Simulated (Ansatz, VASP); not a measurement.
# AlCo in two plane-wave programs, part 2 of 2

One calculation is typed for both programs; each brings its own data sets. How far apart do they land? The cell is taken from a series of runs on this material, whose earlier steps may have relaxed, scaled, displaced or heated it; both programs get it as it stands.

VASP 6.6.1 and Ansatz 0.2.0.

So far: The starting structure; Ansatz: zone-centre phonons, PBE.

### 3. VASP: zone-centre phonons, PBE

Level of this step: PBE, no spin polarisation; plane waves and PAW (Al, Co) (VASP).

The same cell, functional, mesh and smearing now go to VASP, with its own data sets.

Lines of VASP's logs that name or quote its potential files are left out, and so is its time.

The input, INCAR:

```
SYSTEM = AlCo
PREC = Accurate
ENCUT = 600
EDIFF = 1E-08
NELM = 120
ISMEAR = 1
SIGMA = 0.2
LREAL = .FALSE.
ALGO = Normal
GGA = PE
NBANDS = 12
LASPH = .TRUE.
LORBIT = 11
LWAVE = .FALSE.
LCHARG = .FALSE.
ISIF = 2
IBRION = 8
GGA_COMPAT = .FALSE.
```

The input, POSCAR:

```
AlCo
1.0
    2.8514544588      0.0000000000      0.0000000000
    0.0000000000      2.8514544588      0.0000000000
    0.0000000000      0.0000000000      2.8514544588
Al Co
1 1
Direct
    0.0000000000      0.0000000000      0.0000000000
    0.5000000000      0.5000000000      0.5000000000
```

The input, KPOINTS:

```
Automatic mesh
0
Gamma
12 12 12
0 0 0
```

PAW data sets: Al and Co (PBE family, release 64).

Run with:

```
$ mpirun -np 1 vasp_std
```

Numbers of over 12 decimals in the logs are rounded to 6 here.

The log of the run:

```text
[banner, memory and clock lines left out]
running    1 mpi-ranks, on    1 nodes
 distrk:  each k-point on    1 cores,    1 groups
 distr:  one band on    1 cores,    1 groups

 POSCAR found type information on POSCAR AlCo
 POSCAR found :  2 types and       2 ions
 LDA part: xc-table for (Slater+PW92), standard interpolation
 POSCAR, INCAR and KPOINTS ok, starting setup
 FFT: planning ... GRIDC
 FFT: planning ... GRID_SOFT
 FFT: planning ... GRID
 WAVECAR not read
 entering main loop
       N       E                     dE             d eps       ncg     rms          rms(c)
DAV:   1     0.396198529103E+02    0.39620E+02   -0.58754E+03  2024   0.120E+03
DAV:   2    -0.119203014645E+02   -0.51540E+02   -0.47664E+02  2064   0.191E+02
DAV:   3    -0.136276404407E+02   -0.17073E+01   -0.16857E+01  2432   0.407E+01
DAV:   4    -0.136550603536E+02   -0.27420E-01   -0.27411E-01  2232   0.457E+00
DAV:   5    -0.136560063214E+02   -0.94597E-03   -0.94595E-03  2472   0.945E-01    0.125E+01
DAV:   6    -0.164508941950E+02   -0.27949E+01   -0.62063E+01  2248   0.106E+02    0.176E+01
DAV:   7    -0.120210084138E+02    0.44299E+01   -0.29405E+01  2244   0.683E+01    0.182E+00
DAV:   8    -0.119997256107E+02    0.21283E-01   -0.18136E-01  2192   0.336E+00    0.112E+00
DAV:   9    -0.119874754413E+02    0.12250E-01   -0.25737E-02  2644   0.209E+00    0.283E-01
DAV:  10    -0.119871207937E+02    0.35465E-03   -0.51599E-04  2332   0.215E-01    0.131E-01
DAV:  11    -0.119871072116E+02    0.13582E-04   -0.17721E-05  2684   0.381E-02    0.611E-03
DAV:  12    -0.119871069632E+02    0.24846E-06   -0.17657E-06  2548   0.125E-02    0.374E-03
DAV:  13    -0.119871069503E+02    0.12882E-07   -0.12402E-07  2932   0.248E-03    0.837E-04
DAV:  14    -0.119871069557E+02   -0.54439E-08   -0.45188E-09  1320   0.560E-04
   1 F= -.11987107E+02 E0= -.11987892E+02  d E =0.235567E-02
 Linear response reoptimize wavefunctions to high precision
DAV:   1    -0.119871069703E+02   -0.14560E-07   -0.11113E-09  1340   0.491E-04
DAV:   2    -0.119871069703E+02    0.15348E-10   -0.13325E-10  1164   0.118E-04
 Linear response DOF=           2
 Linear response progress:
  Degree of freedom:   1/  2
       N       E                     dE             d eps       ncg     rms          rms(c)
RMM:   1    -0.587009754448E-02   -0.58701E-02    0.21886E-03 10414   0.620E-01
RMM:   2    -0.561141796686E-02    0.25868E-03   -0.12226E-04  7097   0.217E-01    0.585E-02
RMM:   3    -0.561328963023E-02   -0.18717E-05   -0.10897E-04  7581   0.793E-02    0.291E-02
RMM:   4    -0.570120861352E-02   -0.87919E-04   -0.43235E-05  7624   0.481E-02    0.612E-03
RMM:   5    -0.570828249680E-02   -0.70739E-05   -0.25414E-06  7708   0.125E-02    0.223E-03
RMM:   6    -0.571058385718E-02   -0.23014E-05   -0.11799E-07  7364   0.351E-03    0.104E-03
RMM:   7    -0.571057191607E-02    0.11941E-07   -0.26860E-08  7070   0.182E-03    0.634E-04
RMM:   8    -0.571030086198E-02    0.27105E-06   -0.39021E-09  7969   0.579E-04    0.318E-04
RMM:   9    -0.571076404507E-02   -0.46318E-06    0.12678E-09  8133   0.173E-04    0.123E-05
RMM:  10    -0.571073369611E-02    0.30349E-07   -0.10191E-10  8241   0.589E-05    0.208E-05
RMM:  11    -0.571075461881E-02   -0.20923E-07    0.46628E-10  8204   0.231E-05    0.851E-06
RMM:  12    -0.571075471965E-02   -0.10084E-09    0.35021E-10  8345   0.131E-05    0.893E-07
 first order change of Fermi-energy  -0.20532E-04
 force on displaced ion       1 direction 1 :  -7.276   0.000  -0.000
 Linear response progress:
  Degree of freedom:   2/  2
       N       E                     dE             d eps       ncg     rms          rms(c)
RMM:   1    -0.167609409276E+00   -0.16761E+00   -0.10543E-01  7055   0.258E+00
RMM:   2    -0.167343070380E+00    0.26634E-03   -0.25508E-03  7027   0.523E-01    0.162E-01
RMM:   3    -0.167319776731E+00    0.23294E-04   -0.15823E-04  7372   0.107E-01    0.975E-02
RMM:   4    -0.167717560386E+00   -0.39778E-03   -0.19491E-04  7762   0.111E-01    0.757E-03
RMM:   5    -0.167692132032E+00    0.25428E-04   -0.48116E-06  7902   0.236E-02    0.635E-03
RMM:   6    -0.167678606803E+00    0.13525E-04   -0.45858E-07  7039   0.833E-03    0.429E-03
RMM:   7    -0.167632635968E+00    0.45971E-04   -0.19734E-07  7542   0.518E-03    0.373E-04
RMM:   8    -0.167633786598E+00   -0.11506E-05   -0.12841E-08  8295   0.886E-04    0.170E-04
RMM:   9    -0.167635127020E+00   -0.13404E-05   -0.27935E-09  8174   0.412E-04    0.566E-05
RMM:  10    -0.167634566294E+00    0.56073E-06   -0.10360E-09  8306   0.161E-04    0.124E-05
RMM:  11    -0.167634593441E+00   -0.27147E-07   -0.10630E-09  8533   0.679E-05    0.437E-06
RMM:  12    -0.167634599381E+00   -0.59395E-08   -0.89155E-10  8546   0.477E-05    0.178E-06
 first order change of Fermi-energy   0.31274E-02
 force on displaced ion       2 direction 1 :  -7.274  -0.000   0.000
 Linear response finished
```

From OUTCAR (step 3):

```text
ion  position               nearest neighbor table
   1  0.000  0.000  0.000-   2 2.47   2 2.47   2 2.47   2 2.47   2 2.47   2 2.47   2 2.47   2 2.47

  LATTYP: Found a simple cubic cell.
 ALAT       =     2.8514544588

 Subroutine GETGRP returns: Found 48 space group operations
 (whereof 48 operations were pure point group operations)

The static configuration has the point symmetry O_h .

 Found     84 irreducible k-points:

   k-points           NKPTS =     84   k-points in BZ     NKDIM =     84   number of bands    NBANDS=     12

   dimension x,y,z NGX =    24 NGY =   24 NGZ =   24
   dimension x,y,z NGXF=    48 NGYF=   48 NGZF=   48

   ENCUT  =  600.0 eV  44.10 Ry    6.64 a.u.   5.70  5.70  5.70*2*pi/ulx,y,z

   NELECT =      12.0000    total number of electrons

 k-points in reciprocal lattice and weights: Automatic mesh
   0.00000000  0.00000000  0.00000000       0.001
   0.08333333  0.00000000  0.00000000       0.003
   0.16666667  0.00000000  0.00000000       0.003
   0.25000000  0.00000000  0.00000000       0.003
   0.33333333  0.00000000  0.00000000       0.003
   0.41666667  0.00000000  0.00000000       0.003
   0.50000000  0.00000000  0.00000000       0.002
   0.08333333  0.08333333  0.00000000       0.007
   0.16666667  0.08333333  0.00000000       0.014
[...]
0.50000000  0.50000000  0.41666667       0.003
   0.50000000  0.50000000  0.50000000       0.001

 average (electrostatic) potential at core
       1 -69.2625       2 -77.8057

  Total       -0.0090421     -0.0090421     -0.0090421      0.0000000     -0.0000000     -0.0000000
  in kB       -0.6248582     -0.6248582     -0.6248582      0.0000000     -0.0000000     -0.0000000
  external PRESSURE =      -0.6248582 kB  Pullay stress =       0.0000000 kB

  energy-cutoff  :      600.00
  volume of cell :       23.18
      direct lattice vectors                 reciprocal lattice vectors
     2.851454459  0.000000000  0.000000000     0.350698219  0.000000000  0.000000000
     0.000000000  2.851454459  0.000000000     0.000000000  0.350698219  0.000000000
     0.000000000  0.000000000  2.851454459     0.000000000  0.000000000  0.350698219

 POSITION                                       TOTAL-FORCE (eV/Angst)
 -----------------------------------------------------------------------------------
      0.00000      0.00000      0.00000         0.000000      0.000000      0.000000
      1.42573      1.42573      1.42573         0.000000      0.000000      0.000000
 -----------------------------------------------------------------------------------
    total drift:                                0.000000     -0.000000     -0.000000

 Eigenvectors and eigenvalues of the dynamical matrix
 ----------------------------------------------------

   1 f  =    9.801828 THz    61.586702 2PiTHz  326.953792 cm-1    40.537086 meV
             X         Y         Z           dx          dy          dz
      0.000000  0.000000  0.000000     0.000891    0.828262   -0.000000
      1.425727  1.425727  1.425727    -0.000603   -0.560340    0.000000

   2 f  =    9.801828 THz    61.586702 2PiTHz  326.953792 cm-1    40.537086 meV
             X         Y         Z           dx          dy          dz
      0.000000  0.000000  0.000000    -0.000000   -0.000000   -0.828262
      1.425727  1.425727  1.425727     0.000000    0.000000    0.560340

   3 f  =    9.801828 THz    61.586702 2PiTHz  326.953792 cm-1    40.537086 meV
             X         Y         Z           dx          dy          dz
      0.000000  0.000000  0.000000    -0.828262    0.000891    0.000000
      1.425727  1.425727  1.425727     0.560340   -0.000603    0.000000

   4 f/i=    0.000688 THz     0.004326 2PiTHz    0.022965 cm-1     0.002847 meV
             X         Y         Z           dx          dy          dz
      0.000000  0.000000  0.000000    -0.000000   -0.000000   -0.560340
      1.425727  1.425727  1.425727     0.000000    0.000000   -0.828262

   5 f/i=    0.000688 THz     0.004326 2PiTHz    0.022965 cm-1     0.002847 meV
             X         Y         Z           dx          dy          dz
      0.000000  0.000000  0.000000     0.396221    0.396221   -0.000000
      1.425727  1.425727  1.425727     0.585670    0.585670    0.000000

   6 f/i=    0.000688 THz     0.004326 2PiTHz    0.022965 cm-1     0.002847 meV
             X         Y         Z           dx          dy          dz
      0.000000  0.000000  0.000000     0.396221   -0.396221    0.000000
      1.425727  1.425727  1.425727     0.585670   -0.585670    0.000000

 ELASTIC MODULI CONTR FROM IONIC RELAXATION (kBar)
 Direction    XX          YY          ZZ          XY          YZ          ZX
 --------------------------------------------------------------------------------
 XX           0.0000      0.0000      0.0000      0.0000      0.0000      0.0000
 YY           0.0000      0.0000      0.0000      0.0000      0.0000      0.0000
 ZZ           0.0000      0.0000      0.0000      0.0000      0.0000      0.0000
 XY           0.0000      0.0000      0.0000      0.0000      0.0000      0.0000
 YZ           0.0000      0.0000      0.0000      0.0000      0.0000      0.0000
 ZX           0.0000      0.0000      0.0000      0.0000      0.0000      0.0000
 --------------------------------------------------------------------------------
```

This run has no spin polarisation, so a moment on Co, if there is one, isn't seen.

### 4. Comparison

Known differences besides the potentials themselves: VASP's run holds the zone centre alone; the data sets hold 20 valence electrons in Ansatz (on its PAW soft_1 files) and 12 in VASP; the cutoff is 420 eV in Ansatz and 600 eV in VASP. Total energies have different zeros and are not compared.

Compared:

| quantity | Ansatz | VASP | difference |
| --- | --- | --- | --- |
| optical mode 1 to 3 (cm⁻¹) | 326.4 | 327.0 | -0.18 % |

Modes are paired by rising frequency, not by their patterns, so a pair may set unlike modes beside each other; they are those without the splitting of longitudinal modes.

### 5. What came out

```
r.m.s. difference of the optical zone-centre modes, each program's sorted by frequency (zone-centre phonons, PBE) : 0.57 cm⁻¹
```

The r.m.s. difference of the optical zone-centre modes, each program's sorted by frequency is 0.57 cm⁻¹ (zone-centre phonons, PBE). The data sets hold unlike numbers of valence electrons (20 in Ansatz and 12 in VASP), so part of the differences comes from the potentials. How closely two codes agree says nothing of how well the functional describes the real material.

[Lines on the potential files, build, host, timing and source positions are cut from VASP's logs without a mark.]

[Logs are printed without paths, hosts, clocks, repeated set-up lines and the standing remarks that a program may print on its own settings, such as how far it seeks lower states.]

[Hosts, paths, dates, database ids (printed as entryN), source tags and the programs' standing remarks are cut or masked in the printed files.]
